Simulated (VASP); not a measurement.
Computed with revTPSS meta-GGA, VASP's PBE PAW potentials (set 64) (plane waves; VASP).

VASP input:

**INCAR**
```
LWAVE = F
NEDOS = 601
SYSTEM = WC
ENCUT = 520
EDIFF = 1E-7
ISIF = 2   ! forces and stress, cell fixed
ALGO = Normal   ! blocked Davidson
LORBIT = 11   ! lm-projected
ISMEAR = -5   ! tetrahedra, Bloechl
NELM = 100
METAGGA = RTPSS
LCHARG = F
LREAL = F
LMIXTAU = T
LASPH = T
LMAXMIX = 6   ! l cut-off of mixed one-centre charges
PREC = Accurate
```

File KPOINTS:
```
Automatic mesh
0
Gamma
16 16 14
0 0 0
```

**POSCAR**
```
WC
1
    1.4536362212    -2.5177718657     0.0000000000
    1.4536362212     2.5177718657    -0.0000000000
    0.0000000000     0.0000000000     2.8427393161
W C
1 1
Direct
  0.0000000000   0.0000000000   1.0000000000
  0.3333330000   0.6666670000   0.5000000000
```

### KPOINTS_OPT
```
k-points along high-symmetry lines
6
Line-mode
Reciprocal
  0.000000   0.000000   0.000000 ! GAMMA
  0.500000  -0.000000   0.000000 ! M

  0.500000  -0.000000   0.000000 ! M
  0.333333   0.333333   0.000000 ! K

  0.333333   0.333333   0.000000 ! K
  0.000000   0.000000   0.000000 ! GAMMA

  0.000000   0.000000   0.000000 ! GAMMA
  0.000000   0.000000   0.500000 ! A

  0.000000   0.000000   0.500000 ! A
  0.500000  -0.000000   0.500000 ! L

  0.500000  -0.000000   0.500000 ! L
  0.333333   0.333333   0.500000 ! H

  0.333333   0.333333   0.500000 ! H
  0.000000   0.000000   0.500000 ! A

  0.500000  -0.000000   0.500000 ! L
  0.500000  -0.000000   0.000000 ! M

  0.333333   0.333333   0.500000 ! H
  0.333333   0.333333   0.000000 ! K
```

POTCAR, in this order: W_sv C (PBE.64 set). Program: vasp_std.

Output

File OUTCAR:
```
 ion  position               nearest neighbor table
   1  0.000  0.000  0.000-   2 2.20   2 2.20   2 2.20   2 2.20   2 2.20   2 2.20
   2  0.333  0.667  0.500-   1 2.20   1 2.20   1 2.20   1 2.20   1 2.20   1 2.20
  LATTYP: Found a hexagonal cell.
 ALAT       =     2.9072725072
 C/A-ratio  =     0.9778028406
 Subroutine PRICEL returns:
 Original cell was already a primitive cell.
 Subroutine GETGRP returns: Found 12 space group operations
The static configuration has the point symmetry D_3h.
The dynamic configuration has the point symmetry D_3h.
 Subroutine INISYM returns: Found 12 space group operations
 Subroutine IBZKPT returns following result:
 Found    240 irreducible k-points:

 Following reciprocal coordinates:
            Coordinates               Weight
  0.000000  0.000000  0.000000      1.000000
  0.062500  0.000000  0.000000      6.000000
  0.125000  0.000000  0.000000      6.000000
  0.187500  0.000000  0.000000      6.000000
  0.250000  0.000000  0.000000      6.000000
  0.312500  0.000000  0.000000      6.000000
  0.375000  0.000000  0.000000      6.000000
  0.437500  0.000000  0.000000      6.000000
  0.500000  0.000000  0.000000      3.000000
  0.062500  0.062500  0.000000      6.000000
  0.125000  0.062500  0.000000     12.000000
  0.187500  0.062500  0.000000     12.000000
  0.250000  0.062500  0.000000     12.000000
  0.312500  0.062500  0.000000     12.000000
  0.375000  0.062500  0.000000     12.000000
  0.437500  0.062500  0.000000     12.000000
  0.125000  0.125000  0.000000      6.000000
  0.187500  0.125000  0.000000     12.000000
  0.250000  0.125000  0.000000     12.000000
  0.312500  0.125000  0.000000     12.000000
  0.375000  0.125000  0.000000     12.000000
  0.437500  0.125000  0.000000      6.000000
  0.187500  0.187500  0.000000      6.000000
...
```

### OSZICAR
```
       N       E                     dE             d eps       ncg     rms          rms(c)
DAV:   1     0.215342534897E+03    0.21534E+03   -0.11619E+04  6298   0.194E+03
DAV:   2     0.456200931715E+02   -0.16972E+03   -0.16548E+03  7580   0.527E+02
DAV:   3     0.372858372894E+02   -0.83343E+01   -0.82303E+01  9255   0.116E+02
DAV:   4     0.370951914596E+02   -0.19065E+00   -0.19008E+00  8183   0.176E+01
DAV:   5     0.370890188493E+02   -0.61726E-02   -0.61691E-02  9537   0.267E+00    0.526E+01
DAV:   6     0.149133374704E+02   -0.22176E+02   -0.53399E+01  6376   0.110E+02    0.298E+00
DAV:   7     0.146791013084E+02   -0.23424E+00   -0.13264E+00  7635   0.143E+01    0.237E+00
DAV:   8     0.143100398101E+02   -0.36906E+00   -0.23029E-01  6605   0.543E+00    0.115E+00
DAV:   9     0.143506701935E+02    0.40630E-01   -0.25179E-02  6995   0.160E+00    0.533E-01
DAV:  10     0.143191148148E+02   -0.31555E-01   -0.38027E-02  6970   0.191E+00    0.132E-01
DAV:  11     0.143172062756E+02   -0.19085E-02   -0.37375E-03  6280   0.736E-01    0.159E-01
DAV:  12     0.143155455541E+02   -0.16607E-02   -0.11367E-03  6335   0.425E-01    0.190E-02
DAV:  13     0.143152880207E+02   -0.25753E-03   -0.11140E-04  6505   0.130E-01    0.160E-02
DAV:  14     0.143152699165E+02   -0.18104E-04   -0.11102E-05  6675   0.390E-02    0.516E-03
DAV:  15     0.143152699286E+02    0.12063E-07   -0.14874E-06  6495   0.146E-02    0.201E-03
DAV:  16     0.143152672306E+02   -0.26980E-05   -0.12567E-06  6265   0.136E-02    0.793E-04
DAV:  17     0.143152675925E+02    0.36195E-06   -0.67393E-08  3355   0.379E-03    0.424E-04
DAV:  18     0.143152675214E+02   -0.71140E-07   -0.11448E-08  3150   0.140E-03
   1 F= 0.14315268E+02 E0= 0.14315268E+02  d E =0.000000E+00
       N       E                     dE             ncg
```

File OUTCAR:
```
------------------------ aborting loop because EDIFF is reached ----------------------------------------
  FORCE on cell =-STRESS in cart. coord.  units (eV):
  Direction    XX          YY          ZZ          XY          YZ          ZX
  --------------------------------------------------------------------------------------
  Total        0.0018403      0.0018403      0.0607066      0.0000000     -0.0000000      0.0000000
  in kB        0.1416953      0.1416953      4.6742032      0.0000000     -0.0000000      0.0000000
  external PRESSURE =       1.6525313 kB  Pullay stress =       0.0000000 kB
  volume of cell :       20.81
      direct lattice vectors                 reciprocal lattice vectors
     1.453636221 -2.517771866  0.000000000     0.343965012 -0.198588286  0.000000000
     1.453636221  2.517771866  0.000000000     0.343965012  0.198588286  0.000000000
     0.000000000  0.000000000  2.842739316     0.000000000  0.000000000  0.351773374
 POSITION                                       TOTAL-FORCE (eV/Angst)
 -----------------------------------------------------------------------------------
      0.00000      0.00000      0.00000         0.000000     -0.000000      0.000000
      1.45364      0.83926      1.42137        -0.000000      0.000000      0.000000
 -----------------------------------------------------------------------------------
    total drift:                                0.000000     -0.000385      0.000000
  FREE ENERGIE OF THE ION-ELECTRON SYSTEM (eV)
  ---------------------------------------------------
  free  energy   TOTEN  =        14.3152675214 eV

  energy  without entropy=       14.3152675214  energy(sigma->0) =       14.31526752

 total charge

# of ion       s       p       d       tot
------------------------------------------
    1        2.345   6.418   3.376  12.139
    2        0.873   1.561   0.000   2.434
--------------------------------------------------
tot          3.218   7.979   3.376  14.573
```
(Selected blocks of OUTCAR.)

### OUTCAR
```
 val. band max:       10.9801705217   @ k =   0.4375   0.0625   0.5000

 cond. band min:      10.9173244377   @ k =   0.1250   0.0000   0.4286


 Fermi energy:        10.9390412104

 k-point     1 :       0.0000    0.0000    0.0000
  band No.  band energies     occupation
      1     -63.3940      2.00000
      2     -27.2786      2.00000
      3     -27.1811      2.00000
      4     -27.1811      2.00000
      5      -3.6518      2.00000
      6       6.6188      2.00000
      7       7.6470      2.00000
      8       7.6471      2.00000
      9      11.1177      0.41994
     10      14.2544      0.00000
     11      14.2544      0.00000
     12      16.6851      0.00000
     13      16.6851      0.00000

 k-point     2 :       0.0625    0.0000    0.0000
  band No.  band energies     occupation
      1     -63.3918      2.00000
      2     -27.2745      2.00000
      3     -27.2137      2.00000
      4     -27.1885      2.00000
      5      -3.5496      2.00000
      6       6.6586      2.00000
      7       7.4904      2.00000
      8       7.7447      2.00000
      9      10.7944      1.98134
     10      14.2168      0.00000
     11      14.6127      0.00000
     12      16.4565      0.00000
     13      16.6092      0.00000

 k-point     3 :       0.1250    0.0000    0.0000
  band No.  band energies     occupation
      1     -63.3854      2.00000
      2     -27.3058      2.00000
      3     -27.2625      2.00000
      4     -27.2094      2.00000
      5      -3.2531      2.00000
      6       6.5792      2.00000
      7       7.2845      2.00000
      8       8.0280      2.00000
      9      10.1064      2.00000
     10      14.1116      0.00000
     11      15.3887      0.00000
     12      15.8938      0.00000
     13      16.4075      0.00000

 k-point     4 :       0.1875    0.0000    0.0000
  band No.  band energies     occupation
      1     -63.3759      2.00000
      2     -27.4413      2.00000
      3     -27.2446      2.00000
...
```

For a metal the tetrahedron method with Blöchl corrections gives inexact stress and forces. Unless said otherwise, spin-orbit coupling is left out, though it shifts the bands of the heavy elements here.

The compound is WC in the wc structure. It was relaxed first.
